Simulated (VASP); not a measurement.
Method: MS2 meta-GGA, VASP's PBE PAW potentials (set 64) (plane waves; VASP).

The input files of a VASP run:

**POSCAR**
```
Sr
1
    0.0000000000     3.0144815285     3.0144815285
    3.0144815285     0.0000000000     3.0144815285
    3.0144815285     3.0144815285     0.0000000000
Sr
1
Direct
  0.0000000000   0.0000000000   0.0000000000
```

### INCAR
```
SIGMA = 0.05   ! width (eV)
METAGGA = MS2
ISIF = 3   ! ions, shape and volume
LASPH = .True.
LMAXMIX = 4   ! l cut-off of mixed one-centre charges
LCHARG = .False.
ISMEAR = 0   ! Gaussian
LWAVE = .False.
LREAL = .False.   ! projection in real space or not
EDIFF = 1E-6   ! SCF stop (eV)
ALGO = Normal   ! blocked Davidson
NSW = 60   ! most ionic steps
NELM = 100   ! most electronic steps
LMIXTAU = .True.
PREC = Accurate
ENCUT = 520   ! plane-wave cut-off (eV)
EDIFFG = -0.01   ! ionic stop
SYSTEM = Sr
IBRION = 2   ! conjugate gradients
```

File KPOINTS:
```
Automatic
0
G
7 7 7
0 0 0
```

POTCAR, in this order: Sr_sv (PBE.64 set). Program: vasp_std.

### Question
What will the output report for the number of irreducible k-points (NKPTS), largest plane-wave count, number of space-group operations, FFT grid (NGX, NGY, NGZ)?

### Answer

The number of irreducible k-points (NKPTS) is 20 and the largest plane-wave count is 1492. The number of space-group operations is 48. The FFT grid (NGX, NGY, NGZ) is 32 × 32 × 32.

The compound is Sr in the fcc structure. This run relaxes it. Symmetry was kept, so distortions that lower it aren't found. The start is the result of an earlier pass.
